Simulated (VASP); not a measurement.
Here is the system:

```
CELL_PARAMETERS angstrom
      4.12919     0.00000     0.00000
     -2.06460     3.57599     0.00000
      0.00000     0.00000     3.92363
ATOMIC_POSITIONS crystal
  Hg 0.00000 0.00000 0.00000
  Te 0.66667 0.33333 0.50000
```

Calculation: r2SCAN meta-GGA, VASP's PBE PAW potentials (set 64) (plane waves; VASP). Numerical set-up: 400 eV cut-off, 11×11×11 Γ-centred mesh, tetrahedra with Blöchl corrections, potentials Hg Te.

Question: Give the energies of bands 2 to 12 at the high-symmetry points, in eV from the Fermi level.

Answer: 
```tsv
band	Γ	M	K	A	L	H
2	-6.98	-7.11	-7.13	-7.23	-7.16	-7.31
3	-6.93	-6.97	-6.95	-6.91	-7.08	-7.03
4	-6.93	-6.69	-6.75	-6.91	-6.55	-6.66
5	-6.66	-6.69	-6.69	-6.79	-6.45	-6.46
6	-6.66	-6.59	-6.39	-6.79	-6.38	-6.01
7	-1.27	-5.48	-5.34	-5.93	-3.87	-3.21
8	-1.20	-1.68	-3.56	0.44	-3.27	-2.99
9	-0.12	0.42	0.69	0.44	-2.10	-2.53
10	-0.12	1.21	3.70	3.88	0.18	-1.12
11	5.87	5.13	5.17	4.58	4.64	1.71
12	5.87	6.33	6.24	6.98	4.73	7.82
```

It has no gap at this level: it comes out as a metal or semimetal.

The structure was generated: HgTe was put into the WC type (P-6m2), which need not be its known phase. It was relaxed first.
